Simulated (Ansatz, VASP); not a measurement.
# MoPdPt (MoPdPt in the AlB2 type): VASP beside Ansatz, part 2 of 2

Aim: how closely do two programs agree when they are given the same cell, functional and k mesh? The cell is generated by rule, not measured, and may not be a known phase. Of the first pair: The two relaxations start from unlike cells of this crystal (the structure described is Ansatz's start), so only their ends are compared.

VASP 6.6.1 and Ansatz 0.2.0.

So far: Set-up; Ansatz: relaxation of cell and atoms, PBE, pair 1; VASP: relaxation of cell and atoms, PBE, pair 1; Side by side.

### Step 5. VASP: relaxation of cell and atoms, PBE, pair 2

Level of this step: PBE; plane waves and PAW (Mo_sv, Pd, Pt); invented cell (VASP).

The relaxed volume is the usual yardstick between codes: in a stiff, nearly cubic crystal its relative difference is about their pressure difference at one cell divided by the bulk modulus.

Input file INCAR:

```
SYSTEM = MoPdPt
PREC = Accurate
ENCUT = 500
EDIFF = 1E-07
NELM = 120
ISMEAR = 0
SIGMA = 0.1
LREAL = .FALSE.
ALGO = Normal
GGA = PE
NBANDS = 23
LASPH = .TRUE.
LORBIT = 11
LWAVE = .FALSE.
LCHARG = .FALSE.
ISIF = 3
IBRION = 2
NSW = 80
EDIFFG = -0.005
GGA_COMPAT = .FALSE.
NELMIN = 4
KPAR = 2
```

Input file POSCAR:

```
MoPdPt
1.0
    4.4708550000      0.0000000000      0.0000000000
   -2.2354280000      3.8718740000      0.0000000000
    0.0000000000      0.0000000000      2.6708460000
Mo Pd Pt
1 1 1
Direct
    0.0000000000      0.0000000000      0.0000000000
    0.3333333648      0.6666665806      0.5000000000
    0.6666668588      0.3333334194      0.5000000000
```

Input file KPOINTS:

```
Automatic mesh
0
Gamma
9 9 12
0 0 0
```

Potentials, in the order of the species: Mo_sv, Pd and Pt (PBE family, release 64).

Started as:

```bash
mpirun -np 2 vasp_std
```

Numbers of over 12 decimals in the logs are rounded to 6 here.

The log of the run:

```text
[... set-up lines as in an earlier step ...]
 entering main loop
       N       E                     dE             d eps       ncg     rms          rms(c)
DAV:   1     0.243179228936E+03    0.24318E+03   -0.17833E+04  3864   0.144E+03
DAV:   2    -0.186604838891E+02   -0.26184E+03   -0.25096E+03  4452   0.372E+02
DAV:   3    -0.242488630110E+02   -0.55884E+01   -0.55044E+01  4417   0.563E+01
DAV:   4    -0.242851473947E+02   -0.36284E-01   -0.36275E-01  4361   0.459E+00
[...]
DAV:  14    -0.225419696365E+02    0.90451E-06   -0.25483E-06  4144   0.155E-02    0.270E-03
DAV:  15    -0.225419694067E+02    0.22979E-06   -0.25948E-07  2805   0.515E-03    0.997E-04
DAV:  16    -0.225419694028E+02    0.39699E-08   -0.15871E-08  2030   0.945E-04
   1 F= -.22541969E+02 E0= -.22536148E+02  d E =-.225420E+02
[...]
2 F= -.22541857E+02 E0= -.22536035E+02  d E =0.112239E-03
[...]
3 F= -.22542715E+02 E0= -.22536885E+02  d E =-.745447E-03
[...]
4 F= -.22542684E+02 E0= -.22536871E+02  d E =0.311031E-04
[...]
5 F= -.22542731E+02 E0= -.22536908E+02  d E =-.164377E-04
[...]
reached required accuracy - stopping structural energy minimisation
```

Parts of OUTCAR (step 5):

```text
  Total        0.0046323      0.0046323      0.0026840     -0.0000000      0.0000000     -0.0000000
  in kB        0.1603725      0.1603725      0.0929218     -0.0000000      0.0000000     -0.0000000
  external PRESSURE =       0.1378890 kB  Pullay stress =       0.0000000 kB

 POSITION                                       TOTAL-FORCE (eV/Angst)
 -----------------------------------------------------------------------------------
      0.00000      0.00000      2.67925         0.000000      0.000000      0.000000
      0.00000      2.57843      1.33963         0.000000     -0.000000      0.000000
      2.23299      1.28922      1.33963        -0.000000      0.000000     -0.000000
 -----------------------------------------------------------------------------------
    total drift:                               -0.000154      0.000005     -0.000000

  FREE ENERGIE OF THE ION-ELECTRON SYSTEM (eV)
  ---------------------------------------------------
  free  energy   TOTEN  =       -22.5427312874 eV

  energy  without entropy=      -22.5310848599  energy(sigma->0) =      -22.53690807

[... 1 part as in an earlier step ...]

[... 3 further parts left out ...]
[key lines of the parts left out:]
E-fermi :  11.0129
```

### Step 6. Ansatz: relaxation of cell and atoms, PBE, pair 2

The same cell, functional, mesh and smearing now go to Ansatz, which takes its cutoff from its data sets.

The cell is taken from a series of runs on this material, whose earlier steps may have relaxed, scaled, displaced or heated it; both programs get it as it stands.

Input file input.yaml:

```yaml
crystal:
  lattice:
    - [4.4708550187, 0.0, 0.0]
    - [-2.2354275094, 3.8718740229, 0.0]
    - [0.0, 0.0, 2.6708462124]
  atoms:
    - { symbol: Mo, position: [0.0, 0.0, 0.0] }
    - { symbol: Pd, position: [0.3333333333, 0.6666666667, 0.5] }
    - { symbol: Pt, position: [0.6666666667, 0.3333333333, 0.5] }
kpoints:
  mp_grid: { grid: [9, 9, 12] }
hamiltonian:
  xc: pbe
  pseudopotentials: { kind: paw, azcp: { folder: soft_1 } }
scf:
  occupations: { method: gaussian, width: 0.1 }
output:
  forces: true
  stress: true
  eigenvalues: true
relax:
  adjacent_minimum: "off"
  f_tol: 0.005
  max_steps: 80
  cell: { stress_tol: 0.05 }
```

Started as:

```bash
ansatz run input.yaml --threads 4 --pin off --max-ram 12288MiB --backend cpu --events-out ev --progress --plain --runs-dir out
```

The log of the run:

```text
[...]
Crystal: 3 atoms, lattice volume = 46.234 Å³
Basis set: ecut = 420 eV, 927 PW (Γ), exchange–correlation on 60×60×36 points (8 copies of the dense FFT grid, shifted against one another)
Bands: 30, of which v1, the nominal top of the filled ones, is band 25 counted from 1 (24 counted from 0)
Symmetry: 12 space group operations
[...]
k-points: 84 of 972 (time reversal used)
[...]
--- Relaxed structure (5 steps of the walk, 5 accepted, 1 SCFs on fresh bases) ---
[...]
cell:  # Å, volume = 46.3217 Å³
    - [4.467971, 2.8848806449014114e-11, 0]
    - [-2.233986, 3.869377, 0]
    - [0, 0, 2.679372]
  atoms:
    - { symbol: Mo, position: [0, 0, 0] }
    - { symbol: Pd, position: [0.333333, 0.666667, 0.5] }
    - { symbol: Pt, position: [0.666667, 0.333333, 0.5] }
[key lines of the parts left out:]
SCF converged after 8 iterations
Free energy (F): -24453.953982 eV
Fermi energy:    20.936088 eV
P = ⅓ Tr σ = -0.0013 GPa (-0.013 kbar)
```

### Step 7. Comparison

What differs besides the data sets and the points named for the pairs above, as far as they apply: the data sets hold 50 valence electrons in Ansatz (on its PAW soft_1 files) and 34 in VASP. Total energies have different zeros and are not compared.

Both answers:

```csv
quantity,Ansatz,VASP,difference
volume (Å³),46.32,46.28,+0.09 %
"edge a after relaxation, in the typed setting (Å)",4.468,4.466,+0.04 %
"edge c after relaxation, in the typed setting (Å)",2.679,2.679,+0.00 %
```

### Step 8. Ansatz: zone-centre phonons, PBE

Second derivatives magnify differences that forces hide, and they need a tight electronic threshold.

The cell is taken from a series of runs on this material, whose earlier steps may have relaxed, scaled, displaced or heated it; both programs get it as it stands.

Input file input.yaml:

```yaml
crystal:
  lattice:
    - [4.4681011203, 0.0, 0.0]
    - [-2.2340505602, 3.8694890768, 0.0]
    - [0.0, 0.0, 2.6787944798]
  atoms:
    - { symbol: Mo, position: [0.0, 0.0, 0.0] }
    - { symbol: Pd, position: [0.3333333333, 0.6666666667, 0.5] }
    - { symbol: Pt, position: [0.6666666667, 0.3333333333, 0.5] }
kpoints:
  mp_grid: { grid: [4, 4, 6] }
hamiltonian:
  xc: pbe
  pseudopotentials: { kind: paw, azcp: { folder: soft_1 } }
scf:
  occupations: { method: methfessel_paxton, width: 0.2 }
output:
  eigenvalues: true
phonons:
  method: dfpt
  qmesh: [2, 2, 2]
  temperatures: { t_max: 1000, t_step: 50 }
  qpath:
    path:
      - [[0.0, 0.0, 0.0], [0.5, 0.0, 0.0], [0.33333333, 0.33333333, 0.0], [0.0, 0.0, 0.0], [0.0, 0.0, 0.5], [0.5, 0.0, 0.5], [0.33333333, 0.33333333, 0.5], [0.0, 0.0, 0.5]]
      - [[0.5, 0.0, 0.5], [0.5, 0.0, 0.0]]
      - [[0.33333333, 0.33333333, 0.5], [0.33333333, 0.33333333, 0.0]]
    npoints: 10
```

The log of the run:

```text
[...]
largest difference from the sums on the solved wave vectors: F 1.72e-1 eV, S 2.45e-4 and C_V 7.29e-5 eV/K
  zero-point energy: 0.075471 eV/cell   skipped modes (ω ≤ 0): 23, of them read as no rigid motion or as one in doubt: 20 (2.832e-2 modes/cell left out, lowest -65.46 cm⁻¹)   left out of the sums: 3.20e-3 of the cell's modes: C_V's classical limit lies that fraction below 3 k_B per atom; for a crystal, a wire or a layer, F and S can be off by more, and a phonons.interpolated_qmesh denser along its periods is the remedy for the sampling
[key lines of the parts left out:]
SCF converged after 11 iterations
Free energy (F): -24454.002787 eV
Fermi energy:    20.830286 eV
```

### Step 9. VASP: zone-centre phonons, PBE

The same cell, functional, mesh and smearing now go to VASP, with its own data sets.

Input file INCAR:

```
SYSTEM = MoPdPt
PREC = Accurate
ENCUT = 500
EDIFF = 1E-08
NELM = 120
ISMEAR = 1
SIGMA = 0.2
LREAL = .FALSE.
ALGO = Normal
GGA = PE
NBANDS = 23
LASPH = .TRUE.
LORBIT = 11
LWAVE = .FALSE.
LCHARG = .FALSE.
ISIF = 2
IBRION = 8
GGA_COMPAT = .FALSE.
KPAR = 2
```

Input file POSCAR:

```
MoPdPt
1.0
    4.4681011203      0.0000000000      0.0000000000
   -2.2340505602      3.8694890768      0.0000000000
    0.0000000000      0.0000000000      2.6787944798
Mo Pd Pt
1 1 1
Direct
    0.0000000000      0.0000000000      0.0000000000
    0.3333333333      0.6666666667      0.5000000000
    0.6666666667      0.3333333333      0.5000000000
```

Input file KPOINTS:

```
Automatic mesh
0
Gamma
4 4 6
0 0 0
```

Started as:

```bash
mpirun -np 2 vasp_std
```

The log of the run:

```text
[... set-up lines as in an earlier step ...]
 entering main loop
       N       E                     dE             d eps       ncg     rms          rms(c)
DAV:   1     0.246672889222E+03    0.24667E+03   -0.17807E+04   736   0.143E+03
DAV:   2    -0.186619919811E+02   -0.26533E+03   -0.25499E+03   862   0.376E+02
DAV:   3    -0.242787289093E+02   -0.56167E+01   -0.55614E+01   841   0.568E+01
DAV:   4    -0.243113343350E+02   -0.32605E-01   -0.32597E-01   827   0.449E+00
[...]
DAV:  14    -0.225911592209E+02   -0.59553E-07   -0.13244E-06   792   0.975E-03    0.177E-03
DAV:  15    -0.225911590165E+02    0.20442E-06   -0.84395E-08   855   0.251E-03    0.671E-04
DAV:  16    -0.225911590071E+02    0.93919E-08   -0.47601E-09   403   0.630E-04
   1 F= -.22591159E+02 E0= -.22590661E+02  d E =-.149317E-02
 Linear response reoptimize wavefunctions to high precision
DAV:   1    -0.225911589958E+02    0.11266E-07   -0.87876E-10   424   0.295E-04
DAV:   2    -0.225911589960E+02   -0.13733E-09   -0.85398E-11   375   0.738E-05
[...]
RMM:  13    -0.261488901005E+00   -0.84352E-07   -0.15357E-07  2887   0.292E-05    0.282E-06
RMM:  14    -0.261488938158E+00   -0.37153E-07   -0.13471E-07  2818   0.819E-06    0.842E-07
RMM:  15    -0.261488938769E+00   -0.61062E-09   -0.13831E-08  1990   0.223E-06    0.193E-07
 first order change of Fermi-energy   0.80523E-04
 force on displaced ion       3 direction 1 : -13.544   0.015   0.000
 Linear response progress:
  Degree of freedom:   6/  6
       N       E                     dE             d eps       ncg     rms          rms(c)
RMM:   1    -0.234606682771E+00   -0.23461E+00   -0.25736E-01  1402   0.271E+00
RMM:   2    -0.229966419809E+00    0.46403E-02   -0.12404E-02  1239   0.537E-01    0.148E-01
RMM:   3    -0.229120618477E+00    0.84580E-03   -0.53828E-04  1161   0.117E-01    0.799E-02
RMM:   4    -0.228711894229E+00    0.40872E-03   -0.81880E-04  1276   0.131E-01    0.200E-02
[...]
RMM:  13    -0.228577184683E+00   -0.73519E-07   -0.36843E-08  1217   0.125E-05    0.445E-06
RMM:  14    -0.228577222834E+00   -0.38151E-07   -0.45461E-08  1190   0.721E-06    0.350E-07
RMM:  15    -0.228577226702E+00   -0.38672E-08   -0.22240E-08   824   0.205E-06    0.173E-07
 first order change of Fermi-energy  -0.38671E-04
 force on displaced ion       3 direction 3 :   0.000  -0.000  -1.538
 Linear response finished
```

OUTCAR, selected parts (step 9):

```text
  Total       -0.2819392     -0.2819392      0.0425697      0.0000000      0.0000000      0.0000000
  in kB       -9.7532659     -9.7532659      1.4726353      0.0000000      0.0000000      0.0000000
  external PRESSURE =      -6.0112988 kB  Pullay stress =       0.0000000 kB

 POSITION                                       TOTAL-FORCE (eV/Angst)
 -----------------------------------------------------------------------------------
      0.00000      0.00000      0.00000        -0.000000      0.000000      0.000000
     -0.00000      2.57966      1.33940         0.000000     -0.000000      0.000000
      2.23405      1.28983      1.33940         0.000000      0.000000      0.000000
 -----------------------------------------------------------------------------------
    total drift:                               -0.000001      0.000000     -0.000000

[... 2 further parts left out ...]
```

### Step 10. Comparison

What differs besides the data sets and the points named for the pairs above, as far as they apply: VASP's run holds the zone centre alone; the data sets hold 50 valence electrons in Ansatz (on its PAW soft_1 files) and 34 in VASP. Total energies have different zeros and are not compared.

Both answers:

| quantity | Ansatz | VASP | difference |
| --- | --- | --- | --- |
| optical mode 1 (cm⁻¹) | 37.3 | 37.6 | -0.3 |
| optical mode 2 to 3 (cm⁻¹) | 108.6 | 108.8 | -0.17 % |
| optical mode 4 (cm⁻¹) | 140.5 | 140.5 | +0.00 % |
| optical mode 5 to 6 (cm⁻¹) | 230.4 | 228.8 | +0.67 % |

Modes are paired by rising frequency, not by their patterns, so a pair may set unlike modes beside each other; they are those without the splitting of longitudinal modes.

### Step 11. What came out

| Property | Result |
| --- | --- |
| difference in volume (relaxation of cell and atoms, PBE, pair 1) | 0.11 % |
| difference in volume (relaxation of cell and atoms, PBE, pair 2) | 0.094 % |
| r.m.s. difference of the optical zone-centre modes, each program's sorted by frequency (zone-centre phonons, PBE) | 0.91 cm⁻¹ |
| difference in optical mode 5 to 6 (zone-centre phonons, PBE) | +0.7 % |

In words: The difference in volume is 0.11 % (relaxation of cell and atoms, PBE, pair 1), within the 1.2 % picked in this series as the mark of a large difference, as far as the stopping tolerances let one tell. The data sets hold unlike numbers of valence electrons (50 in Ansatz and 34 in VASP), so part of the differences comes from the potentials. Among the rows given in per cent, the largest difference of the zone-centre phonons, PBE pair is in optical mode 5 to 6, +0.7 %. 1 further run of this series is not shown here. Such differences can come from data sets, numerical settings and the points named under the comparisons, not from the functional's error against experiment.

[Lines on the potential files, build, host, timing and source positions are cut from VASP's logs without a mark.]

[Logs are printed without paths, hosts, clocks, repeated set-up lines and the standing remarks that a program may print on its own settings, such as how far it seeks lower states.]

[Hosts, paths, dates, database ids (printed as entryN), source tags and the programs' standing remarks are cut or masked in the printed files.]
